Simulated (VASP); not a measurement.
## How SCF solver and k-mesh change a VASP run on Hf (Hafnium)

How sensitive are energy and pressure of Hf (Hafnium) to the SCF solver and k-mesh? The series runs use PBEsol. The SCF solver tried: ALGO = Normal; ALGO = Fast; ALGO = VeryFast; ALGO = All; ALGO = Damped; AMIX = 0.1, BMIX = 0.01; AMIX = 0.8; IMIX = 1, AMIX = 0.2. The k-mesh tried: 2 2 2; 3 3 2; 4 4 3; 6 6 3; 7 7 4; 10 10 5; 12 12 7; 15 15 8. The start is a cell from a database of measured crystal structures.

Calculated with VASP 6.6.1; PBEsol; plane waves and PAW (Hf_pv).

### 1. The starting structure

The structure is hexagonal, space group P6_3/mmc (No. 194). Conventional cell: a = 3.197 Å, b = 3.197 Å, c = 5.058 Å, α = 90.00°, β = 90.00°, γ = 120.00°. Nearest to Hf lie 12 Hf at 3.13 to 3.20 Å.

### 2. SCF solver: ALGO = Normal

All solvers should reach one answer; they differ in cycles and robustness. PBEsol restores the gradient expansion of exchange and is tuned for the cells of solids.

INCAR reads:

```
SYSTEM = Hf
PREC = Accurate
ENCUT = 400
EDIFF = 1E-06
NELM = 100
ISMEAR = -1
SIGMA = 0.05
LREAL = .FALSE.
ALGO = Normal
GGA = PS
NBANDS = 16
LASPH = .TRUE.
LORBIT = 11
LWAVE = .FALSE.
LCHARG = .FALSE.
KPAR = 2
ISIF = 2
```

POSCAR reads:

```
Hf
1.0
    3.1967000000      0.0000000000      0.0000000000
   -1.5983500000      2.7684234083      0.0000000000
    0.0000000000      0.0000000000      5.0578000000
Hf
2
Direct
    0.3333333333      0.6666666667      0.2500000000
    0.6666666667      0.3333333333      0.7500000000
```

KPOINTS reads:

```
Automatic mesh
0
Gamma
7 7 4
0 0 0
```

The projector-augmented-wave data sets are Hf_pv (PBE family, release 64).

Command:

```sh
mpirun -np 2 vasp_std
```

Output:

```text
[banner, memory and clock lines left out]
running    2 mpi-ranks, on    1 nodes
 distrk:  each k-point on    1 cores,    2 groups
 distr:  one band on    1 cores,    1 groups

 POSCAR found type information on POSCAR Hf
 POSCAR found :  1 types and       2 ions
|                                                                             |
|               ----> ADVICE to this user running VASP <----                  |
|                                                                             |
|     You enforced a specific xc type in the INCAR file but a different       |
|     [... a line on the potential file left out ...]
|     I HOPE YOU KNOW WHAT YOU ARE DOING!                                     |
|                                                                             |

 LDA part: xc-table for (Slater+PW92), standard interpolation
 POSCAR, INCAR and KPOINTS ok, starting setup
 FFT: planning ... GRIDC
 FFT: planning ... GRID_SOFT
 FFT: planning ... GRID
 WAVECAR not read
 entering main loop
       N       E                     dE             d eps       ncg     rms          rms(c)
DAV:   1     0.403701121852E+02    0.40370E+02   -0.10179E+04   792   0.973E+02
DAV:   2    -0.202752079545E+02   -0.60645E+02   -0.59117E+02  1040   0.225E+02
DAV:   3    -0.217788012115E+02   -0.15036E+01   -0.15005E+01   984   0.250E+01
DAV:   4    -0.217902194032E+02   -0.11418E-01   -0.11417E-01   976   0.276E+00
DAV:   5    -0.217903725737E+02   -0.15317E-03   -0.15316E-03  1008   0.261E-01    0.655E+01
DAV:   6    -0.212036366622E+02    0.58674E+00   -0.54236E-01   896   0.483E+00    0.389E+01
DAV:   7    -0.209988936507E+02    0.20474E+00   -0.90383E-01   904   0.599E+00    0.189E+00
DAV:   8    -0.209872773258E+02    0.11616E-01   -0.58019E-02   912   0.163E+00    0.437E-01
DAV:   9    -0.209873958621E+02   -0.11854E-03   -0.12738E-03  1000   0.263E-01    0.196E-01
DAV:  10    -0.209873829254E+02    0.12937E-04   -0.37476E-05   880   0.443E-02    0.118E-01
DAV:  11    -0.209873852572E+02   -0.23318E-05   -0.39509E-06   984   0.131E-02    0.179E-02
DAV:  12    -0.209873853486E+02   -0.91472E-07   -0.56583E-07   576   0.517E-03
   1 F= -.20987385E+02 E0= -.20981044E+02  d E =-.126819E-01
```

Run time: 3.6 s. Hardware: 2 MPI ranks of AMD EPYC 9R45, shared host; peak memory 0.24 GiB; 6.1 s of CPU time.

Lines that name or quote the potential files are left out of all logs, and their timing lines are given in words.

Parts of OUTCAR (step 2):

```text
ion  position               nearest neighbor table
   1  0.333  0.667  0.250-   2 3.13   2 3.13   2 3.13   2 3.13   2 3.13   2 3.13
   2  0.667  0.333  0.750-   1 3.13   1 3.13   1 3.13   1 3.13   1 3.13   1 3.13

  LATTYP: Found a hexagonal cell.
 ALAT       =     3.1967000000
 C/A-ratio  =     1.5821941377

 Subroutine GETGRP returns: Found 24 space group operations
 (whereof 12 operations were pure point group operations)

The static configuration has the point symmetry D_3d.
 The point group associated with its full space group is D_6h.

 Found     24 irreducible k-points:

   k-points           NKPTS =     24   k-points in BZ     NKDIM =     24   number of bands    NBANDS=     16

   dimension x,y,z NGX =    24 NGY =   24 NGZ =   36
   dimension x,y,z NGXF=    48 NGYF=   48 NGZF=   72

   ENCUT  =  400.0 eV  29.40 Ry    5.42 a.u.   5.21  5.21  8.25*2*pi/ulx,y,z

   NELECT =      20.0000    total number of electrons

 k-points in reciprocal lattice and weights: Automatic mesh
   0.00000000  0.00000000  0.00000000       0.005
   0.14285714 -0.00000000  0.00000000       0.031
   0.28571429 -0.00000000  0.00000000       0.031
   0.42857143 -0.00000000  0.00000000       0.031
   0.14285714  0.14285714  0.00000000       0.031
   0.28571429  0.14285714  0.00000000       0.061
   0.42857143  0.14285714  0.00000000       0.031
   0.28571429  0.28571429  0.00000000       0.031
   0.00000000  0.00000000  0.25000000       0.010
[...]
0.42857143  0.14285714  0.50000000       0.031
   0.28571429  0.28571429  0.50000000       0.031

 average (electrostatic) potential at core
       1 -37.1879       2 -37.1879

 E-fermi :   4.8211

 k-point     1 :       0.0000    0.0000    0.0000
  band No.  band energies     occupation
    ...
      4     -25.4043      2.00000
      5     -25.4043      2.00000
      6     -25.3939      2.00000
      7      -2.6290      2.00000
      8       1.0399      2.00000
      9       5.4288      0.00001
     10       5.9176      0.00000
     11       5.9176      0.00000
     12       6.2030      0.00000
     13       6.7363      0.00000
    ...

 k-point     2 :       0.1429   -0.0000    0.0000
  band No.  band energies     occupation
    ...
      5     -25.4193      2.00000
      6     -25.4185      2.00000
      7      -2.0257      2.00000
      8       1.6195      2.00000
      9       4.6910      1.86189
     10       4.9219      0.23493
     11       6.1305      0.00000
     12       6.4945      0.00000
     13       6.7850      0.00000
     14       6.8755      0.00000
    ...

 k-point     3 :       0.2857   -0.0000    0.0000
  band No.  band energies     occupation
    ...
      6     -25.4570      2.00000
      7      -0.4879      2.00000
      8       2.5024      2.00000
      9       3.4280      2.00000
     10       4.1160      2.00000
     11       5.4905      0.00000
     12       6.0787      0.00000
     13       6.0818      0.00000
     14       8.1236      0.00000
     15       8.2614      0.00000
    ...

  Total       -1.2167887     -1.2167887     -0.8999715      0.0000000      0.0000000      0.0000000
  in kB      -43.5541673    -43.5541673    -32.2139005      0.0000000      0.0000000      0.0000000
  external PRESSURE =     -39.7740784 kB  Pullay stress =       0.0000000 kB

  energy-cutoff  :      400.00
  volume of cell :       44.76
      direct lattice vectors                 reciprocal lattice vectors
     3.196700000  0.000000000  0.000000000     0.312822598  0.180608211  0.000000000
    -1.598350000  2.768423408  0.000000000     0.000000000  0.361216423  0.000000000
     0.000000000  0.000000000  5.057800000     0.000000000  0.000000000  0.197714421

 POSITION                                       TOTAL-FORCE (eV/Angst)
 -----------------------------------------------------------------------------------
     -0.00000      1.84562      1.26445         0.000000      0.000000      0.000000
      1.59835      0.92281      3.79335        -0.000000     -0.000000      0.000000
 -----------------------------------------------------------------------------------
    total drift:                               -0.000000      0.000000     -0.000000

  FREE ENERGIE OF THE ION-ELECTRON SYSTEM (eV)
  ---------------------------------------------------
  free  energy   TOTEN  =       -20.9873853486 eV

  energy  without entropy=      -20.9747034305  energy(sigma->0) =      -20.98104439

 total charge
# of ion       s       p       d       tot
------------------------------------------
    1        0.393   6.389   1.549   8.331
    2        0.393   6.389   1.549   8.331
--------------------------------------------------
tot          0.786  12.779   3.097  16.662

[... 3 further parts left out ...]
```

The k-mesh is coarse for a metal. Harder data sets than Hf_pv exist (the GW ones), and pressures, volumes and forces can shift noticeably with them. The PAW data sets were made with PBE, which is usual practice but a small mismatch for other functionals.

Numbers from this step:

| Property | Result |
| --- | --- |
| SCF cycles | 12 |
| electrons | 20 |
| bands | 16 |
| irreducible k-points | 24 |
| symmetry operations | 24 |
| free energy (TOTEN) | -20.99 eV |
| energy at zero smearing | -20.98 eV |
| Fermi energy | 4.821 eV |
| pressure | -3.977 GPa |
| metallic | yes |

The series starts at -10.4905 eV an atom and -3.98 GPa, after 12 cycles in 3.6 s.

### 3. SCF solver: ALGO = Fast

INCAR: that of step 2 with these lines changed.

```diff
@@ -8,3 +8,3 @@
 LREAL = .FALSE.
-ALGO = Normal
+ALGO = Fast
 GGA = PS
```

POSCAR is that of step 2.

KPOINTS is that of step 2.

Command:

```sh
mpirun -np 2 vasp_std
```

Output:

```text
[banner, memory and clock lines left out]
running    2 mpi-ranks, on    1 nodes
[...]
[... a notice as in an earlier step ...]

 LDA part: xc-table for (Slater+PW92), standard interpolation
 POSCAR, INCAR and KPOINTS ok, starting setup
[...]
entering main loop
       N       E                     dE             d eps       ncg     rms          rms(c)
[... 5 cycles as in an earlier step ...]
RMM:   6    -0.211991937064E+02    0.59118E+00   -0.47782E-01   768   0.428E+00    0.394E+01
RMM:   7    -0.209976971945E+02    0.20150E+00   -0.11426E+00   895   0.655E+00    0.209E+00
RMM:   8    -0.209859880967E+02    0.11709E-01   -0.97208E-02   814   0.225E+00    0.227E-01
RMM:   9    -0.209872698305E+02   -0.12817E-02   -0.14548E-02  1032   0.778E-01    0.582E-01
[...]
RMM:  13    -0.209873842214E+02   -0.17280E-05   -0.13566E-05   985   0.209E-02    0.471E-02
RMM:  14    -0.209873852305E+02   -0.10091E-05   -0.48713E-06   833   0.158E-02    0.183E-02
RMM:  15    -0.209873853330E+02   -0.10256E-06   -0.75627E-07   577   0.698E-03
   1 F= -.20987385E+02 E0= -.20981044E+02  d E =-.126820E-01
```

Run time: 4.8 s. Hardware: 2 MPI ranks; peak memory 0.24 GiB.

Parts of OUTCAR (step 3):

```text
  Total       -1.2157438     -1.2157438     -0.8990972      0.0000000      0.0000000      0.0000000
  in kB      -43.5167655    -43.5167655    -32.1826048      0.0000000      0.0000000      0.0000000
  external PRESSURE =     -39.7387119 kB  Pullay stress =       0.0000000 kB

 POSITION                                       TOTAL-FORCE (eV/Angst)
 -----------------------------------------------------------------------------------
     -0.00000      1.84562      1.26445        -0.000000      0.000000      0.000000
      1.59835      0.92281      3.79335         0.000000     -0.000000      0.000000
 -----------------------------------------------------------------------------------
    total drift:                               -0.000000      0.000000     -0.000000

  FREE ENERGIE OF THE ION-ELECTRON SYSTEM (eV)
  ---------------------------------------------------
  free  energy   TOTEN  =       -20.9873853330 eV

  energy  without entropy=      -20.9747033563  energy(sigma->0) =      -20.98104434

[... 2 parts as in an earlier step ...]

[... 1 further part left out ...]
[key lines of the parts left out:]
E-fermi :   4.8211
```

Against the first of the series the energy stays within 0.01 meV an atom and the pressure within 0.01 GPa, after 15 cycles in 4.8 s.

### 4. SCF solver: ALGO = VeryFast

INCAR: that of step 3 with these lines changed.

```diff
@@ -8,3 +8,3 @@
 LREAL = .FALSE.
-ALGO = Fast
+ALGO = VeryFast
 GGA = PS
```

POSCAR is that of step 3.

KPOINTS is that of step 3.

Command:

```sh
mpirun -np 2 vasp_std
```

Output:

```text
[... set-up lines as in an earlier step ...]
 entering main loop
       N       E                     dE             d eps       ncg     rms          rms(c)
RMM:   1     0.948214873644E+02    0.94821E+02   -0.75218E+03   384   0.819E+02
RMM:   2    -0.334304676572E+02   -0.12825E+03   -0.17806E+03   384   0.225E+02
RMM:   3    -0.147669576494E+02    0.18664E+02   -0.21640E+02   384   0.958E+01
RMM:   4    -0.195719270041E+02   -0.48050E+01   -0.37152E+01   384   0.371E+01
[...]
RMM:  17    -0.209873830301E+02   -0.24758E-04   -0.13203E-04  1015   0.940E-02    0.267E-01
RMM:  18    -0.209873853045E+02   -0.22744E-05   -0.28774E-05  1055   0.403E-02    0.183E-02
RMM:  19    -0.209873857435E+02   -0.43897E-06   -0.47208E-06   893   0.165E-02
   1 F= -.20987386E+02 E0= -.20981044E+02  d E =-.126836E-01
```

It took 5.6 s on 2 MPI ranks; peak memory 0.23 GiB; 9.1 s of CPU time.

From OUTCAR (step 4):

```text
  Total       -1.2157249     -1.2157249     -0.8990423      0.0000000      0.0000000      0.0000000
  in kB      -43.5160874    -43.5160874    -32.1806389      0.0000000      0.0000000      0.0000000
  external PRESSURE =     -39.7376046 kB  Pullay stress =       0.0000000 kB

  FREE ENERGIE OF THE ION-ELECTRON SYSTEM (eV)
  ---------------------------------------------------
  free  energy   TOTEN  =       -20.9873857435 eV

  energy  without entropy=      -20.9747021091  energy(sigma->0) =      -20.98104393

[... 3 parts as in an earlier step ...]

[... 1 further part left out ...]
[key lines of the parts left out:]
E-fermi :   4.8211
```

Against the first of the series the energy stays within 0.01 meV an atom and the pressure within 0.01 GPa, after 19 cycles in 5.6 s.

### 5. SCF solver: ALGO = All

INCAR: that of step 4 with these lines changed.

```diff
@@ -8,3 +8,3 @@
 LREAL = .FALSE.
-ALGO = VeryFast
+ALGO = All
 GGA = PS
```

POSCAR is that of step 4.

KPOINTS is that of step 4.

Command:

```sh
mpirun -np 2 vasp_std
```

Output:

```text
[... set-up lines as in an earlier step ...]
 entering main loop
       N       E                     dE             d eps       ncg     rms           ort
DAV:   1     0.403701121852E+02    0.40370E+02   -0.10106E+04   384   0.102E+03
DAV:   2    -0.202752079545E+02   -0.60645E+02   -0.59117E+02   384   0.225E+02
DAV:   3    -0.217788012115E+02   -0.15036E+01   -0.15005E+01   384   0.250E+01
DAV:   4    -0.217902194032E+02   -0.11418E-01   -0.11417E-01   384   0.276E+00
DAV:   5    -0.217903725737E+02   -0.15317E-03   -0.15316E-03   384   0.261E-01
SDA:   6    -0.206228730676E+02    0.11675E+01   -0.15316E-03   384   0.108E+01   0.000E+00
 gam= 0.000 g(H,U,f)=  0.102E+01 0.630E-01 0.369E-02 ort(H,U,f) = 0.000E+00 0.000E+00 0.000E+00
 gam= 0.000 trial= 0.400  step=  0.5547 mean=  0.4000
CGA:   7    -0.209236277887E+02   -0.30075E+00   -0.30069E+00   384   0.176E+00   0.109E-02
 gam= 0.162 g(H,U,f)=  0.161E+00 0.135E-01 0.109E-02 ort(H,U,f) =-0.304E-01 0.293E-01 0.219E-02
 gam= 0.162 trial= 0.415  step=  0.5722 mean=  0.4155
[...]
gam= 0.193 trial= 0.524  step=  0.7653 mean=  0.5236
CGA:  13    -0.209873673520E+02   -0.32274E-04   -0.32085E-04   384   0.223E-04   0.156E-05
 gam= 0.267 g(H,U,f)=  0.209E-04 0.116E-05 0.199E-06 ort(H,U,f) = 0.206E-05-0.434E-06-0.714E-07
 gam= 0.267 trial= 0.548  step=  0.9093 mean=  0.5478
CGA:  14    -0.209873776366E+02   -0.10285E-04   -0.10306E-04   384   0.844E-05  -0.121E-06
 gam= 0.379 g(H,U,f)=  0.797E-05 0.389E-06 0.739E-07 ort(H,U,f) =-0.823E-06 0.595E-06 0.108E-06
 gam= 0.379 trial= 0.584  step=  1.0527 mean=  0.5839
CGA:  15    -0.209873819660E+02   -0.43293E-05   -0.44168E-05   384   0.366E-05  -0.373E-06
 gam= 0.433 g(H,U,f)=  0.364E-05 0.139E-07 0.424E-08 ort(H,U,f) =-0.494E-06 0.965E-07 0.248E-07
 gam= 0.433 trial= 0.631  step=  1.0234 mean=  0.6308
CGA:  16    -0.209873837549E+02   -0.17889E-05   -0.17878E-05   384   0.150E-05   0.568E-08
 gam= 0.411 g(H,U,f)=  0.146E-05 0.355E-07 0.502E-08 ort(H,U,f) = 0.119E-06-0.966E-07-0.167E-07
 gam= 0.411 trial= 0.670  step=  1.1069 mean=  0.6701
CGA:  17    -0.209873845865E+02   -0.83155E-06   -0.83211E-06   384   0.734E-06  -0.275E-08
 gam= 0.489 g(H,U,f)=  0.691E-06 0.361E-07 0.672E-08 ort(H,U,f) = 0.545E-08-0.576E-08-0.244E-08
 gam= 0.489 trial= 0.714  step=  1.1773 mean=  0.7137
 final diagonalization occupied
   1 F= -.20987385E+02 E0= -.20981045E+02  d E =-.126788E-01
```

Wall time 5.8 s (2 MPI ranks); peak memory 0.25 GiB.

Parts of OUTCAR (step 5):

```text
  Total       -1.2154437     -1.2154437     -0.8980014     -0.0000000      0.0000000      0.0000000
  in kB      -43.5060227    -43.5060227    -32.1433791     -0.0000000      0.0000000      0.0000000
  external PRESSURE =     -39.7184748 kB  Pullay stress =       0.0000000 kB

  FREE ENERGIE OF THE ION-ELECTRON SYSTEM (eV)
  ---------------------------------------------------
  free  energy   TOTEN  =       -20.9873845865 eV

  energy  without entropy=      -20.9747057821  energy(sigma->0) =      -20.98104518

[... 3 parts as in an earlier step ...]

[... 1 further part left out ...]
[key lines of the parts left out:]
E-fermi :   4.8213
```

Against the first of the series the energy stays within 0.01 meV an atom; the pressure moves by +0.01 GPa, after 17 cycles in 5.8 s.

### 6. SCF solver: ALGO = Damped

INCAR: that of step 5 with these lines changed.

```diff
@@ -8,3 +8,3 @@
 LREAL = .FALSE.
-ALGO = All
+ALGO = Damped
 GGA = PS
```

POSCAR is that of step 5.

KPOINTS is that of step 5.

Command:

```sh
mpirun -np 2 vasp_std
```

Output:

```text
[... set-up lines as in an earlier step ...]
 entering main loop
       N       E                     dE             d eps       ncg     rms           ort
DAV:   1     0.492005895012E+02    0.49201E+02   -0.97858E+03   384   0.102E+03
DAV:   2    -0.141136235501E+02   -0.63314E+02   -0.61645E+02   384   0.233E+02
DAV:   3    -0.204688065726E+02   -0.63552E+01   -0.62329E+01   384   0.564E+01
DAV:   4    -0.214614216200E+02   -0.99262E+00   -0.97771E+00   384   0.167E+01
[...]
DMP:  20    -0.209873823373E+02   -0.76235E-05   -0.29318E-05   384   0.334E-05   0.105E-04
DMP:  21    -0.209873843255E+02   -0.19882E-05   -0.84370E-06   384   0.121E-05   0.235E-05
DMP:  22    -0.209873848936E+02   -0.56811E-06   -0.31324E-06   384   0.534E-06   0.653E-06
 final diagonalization occupied
   1 F= -.20987385E+02 E0= -.20981044E+02  d E =-.126827E-01
```

Wall time 5.6 s (2 MPI ranks); peak memory 0.25 GiB.

Parts of OUTCAR (step 6):

```text
  Total       -1.2172393     -1.2172393     -0.9003312      0.0000000      0.0000000     -0.0000000
  in kB      -43.5702945    -43.5702945    -32.2267749      0.0000000      0.0000000     -0.0000000
  external PRESSURE =     -39.7891213 kB  Pullay stress =       0.0000000 kB

  FREE ENERGIE OF THE ION-ELECTRON SYSTEM (eV)
  ---------------------------------------------------
  free  energy   TOTEN  =       -20.9873848936 eV

  energy  without entropy=      -20.9747022255  energy(sigma->0) =      -20.98104356

[... 3 parts as in an earlier step ...]

[... 1 further part left out ...]
[key lines of the parts left out:]
E-fermi :   4.8210
```

Against the first of the series the energy stays within 0.01 meV an atom and the pressure within 0.01 GPa, after 22 cycles in 5.6 s.

### 7. SCF solver: AMIX = 0.1, BMIX = 0.01

INCAR: that of step 6 with these lines changed.

```diff
@@ -8,3 +8,3 @@
 LREAL = .FALSE.
-ALGO = Damped
+ALGO = Normal
 GGA = PS
@@ -17 +17,3 @@
 ISIF = 2
+AMIX = 0.1
+BMIX = 0.01
```

POSCAR is that of step 6.

KPOINTS is that of step 6.

Command:

```sh
mpirun -np 2 vasp_std
```

Output:

```text
[... set-up lines as in an earlier step ...]
 entering main loop
       N       E                     dE             d eps       ncg     rms          rms(c)
[... 5 cycles as in an earlier step ...]
DAV:   6    -0.215817570194E+02    0.20862E+00   -0.45630E-02   896   0.142E+00    0.589E+01
DAV:   7    -0.211018325470E+02    0.47992E+00   -0.34746E+00   896   0.119E+01    0.388E+00
DAV:   8    -0.210080036182E+02    0.93829E-01   -0.18328E-01   824   0.302E+00    0.358E+00
DAV:   9    -0.209875380575E+02    0.20466E-01   -0.95429E-02   920   0.207E+00    0.133E+00
DAV:  10    -0.209874033794E+02    0.13468E-03   -0.22106E-03   928   0.352E-01    0.254E-01
DAV:  11    -0.209873918385E+02    0.11541E-04   -0.45427E-05   960   0.483E-02    0.348E-01
DAV:  12    -0.209873860458E+02    0.57926E-05   -0.45889E-05   888   0.439E-02    0.258E-02
DAV:  13    -0.209873853117E+02    0.73414E-06   -0.18646E-06   792   0.100E-02
   1 F= -.20987385E+02 E0= -.20981049E+02  d E =-.126719E-01
```

Wall time 4.2 s (2 MPI ranks); peak memory 0.24 GiB.

From OUTCAR (step 7):

```text
  Total       -1.2067506     -1.2067506     -0.9033171      0.0000000      0.0000000      0.0000000
  in kB      -43.1948578    -43.1948578    -32.3336541      0.0000000      0.0000000      0.0000000
  external PRESSURE =     -39.5744566 kB  Pullay stress =       0.0000000 kB

  FREE ENERGIE OF THE ION-ELECTRON SYSTEM (eV)
  ---------------------------------------------------
  free  energy   TOTEN  =       -20.9873853117 eV

  energy  without entropy=      -20.9747133687  energy(sigma->0) =      -20.98104934

[... 3 parts as in an earlier step ...]

[... 1 further part left out ...]
[key lines of the parts left out:]
E-fermi :   4.8209
```

Against the first of the series the energy stays within 0.01 meV an atom; the pressure moves by +0.02 GPa, after 13 cycles in 4.2 s.

(Part 1 of 3 ends here.)

[Lines on the potential files, build, host, timing and source positions are cut from VASP's logs without a mark.]

[Logs are printed without paths, hosts, clocks, repeated set-up lines and the standing remarks that a program may print on its own settings, such as how far it seeks lower states.]

[Hosts, paths, dates, database ids (printed as entryN), source tags and the programs' standing remarks are cut or masked in the printed files.]

[A measured line is paired with the nearest computed mode of its activity, which favours agreement.]
